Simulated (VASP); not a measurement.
Here is the system:

```
CELL_PARAMETERS angstrom
      3.67198     0.00000     0.00000
      0.00000     3.67198     0.00000
      0.00000     0.00000    25.36562
ATOMIC_POSITIONS crystal
  Mg 0.00000 0.50000 0.34646
  Mg 0.50000 0.00000 0.44882
  Mg 0.00000 0.50000 0.55118
  Mg 0.50000 0.00000 0.65354
  S  0.00000 0.50000 0.44882
  S  0.50000 0.00000 0.34646
  S  0.00000 0.50000 0.65354
  S  0.50000 0.00000 0.55118
```

The numbers are results of r2SCAN meta-GGA, VASP's PBE PAW potentials (set 64) (plane waves; VASP 6.6.1), not measurements. Run with PREC = Normal, EDIFF = 1E-5, 400 eV cut-off, 6×6×1 Γ-centred mesh, Gaussian smearing of 0.050 eV, potentials Mg S.

Q: The ions are relaxed. Give the cell that the relaxation ends in.

A: 
```
CELL_PARAMETERS angstrom
      3.67198     0.00000     0.00000
      0.00000     3.67198     0.00000
      0.00000     0.00000    25.36562
ATOMIC_POSITIONS crystal
  Mg 0.00000 0.50000 0.35106
  Mg 0.50000 0.00000 0.44579
  Mg 0.00000 0.50000 0.55421
  Mg 0.50000 0.00000 0.64894
  S  0.00000 0.50000 0.44984
  S  0.50000 0.00000 0.34299
  S  0.00000 0.50000 0.65701
  S  0.50000 0.00000 0.55016
```

Q: How much energy does the relaxation gain?

A: The energy (σ→0) changes by -16.3 meV/atom, in 8 ionic steps.

The cell is a thin slab with vacuum, built from MgS (rock salt): (100) face.
